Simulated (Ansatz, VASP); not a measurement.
MnB3Ir: VASP beside Ansatz

```
CELL_PARAMETERS angstrom
3.76976 0.00000 0.00000
0.00000 3.76976 0.00000
0.00000 0.00000 3.76976
ATOMIC_POSITIONS crystal
Mn 0.00000 0.00000 0.00000
B 0.00000 0.50000 0.50000
B 0.50000 0.50000 0.00000
B 0.50000 0.00000 0.50000
Ir 0.50000 0.50000 0.50000
```

Change from the starting cell: species swapped into the ZrBRh3 type (Pm-3m, No. 221).

Alike in both runs: task single point; functional PBE; k mesh 4 × 4 × 4; occupations gaussian, width 0.1 eV; collinear spin.

|  | VASP | Ansatz |
| --- | --- | --- |
| version | VASP 6.6.1 | Ansatz 0.2.0 |
| potentials or method | VASP PAW PBE potentials, release 64 (Mn_pv, B, Ir) | scalar-relativistic, plane waves, PAW |
| plane-wave cutoff (eV) | 520 | 420 |
| valence electrons in the cell | 31 | 41 |

|  | VASP | Ansatz | Ansatz less VASP |
| --- | --- | --- | --- |
| gap on the k mesh at the Fermi level (eV) | none | none | - |
| net moment per atom (μB) | 0.76 | 0.77 | +0.005 |
| size of the moment on the site where the two differ most (μB) | 0.23 | 0.09 | -0.142 |

Site moments also hang on the region over which each program counts them. A gap of «none» marks a metal or a gap that the smearing closes. With one functional, cell and mesh, what is left measures potentials, basis and numerics. The two sets of potentials don't hold the same shells in valence.

Caveats: the k mesh is coarse (spacing up to 0.42 Å⁻¹), so the values aren't converged; a cell with one magnetic atom can't hold antiferromagnetic order, which such compounds often take. Spin-orbit coupling is left out, which matters for the levels of Ir.
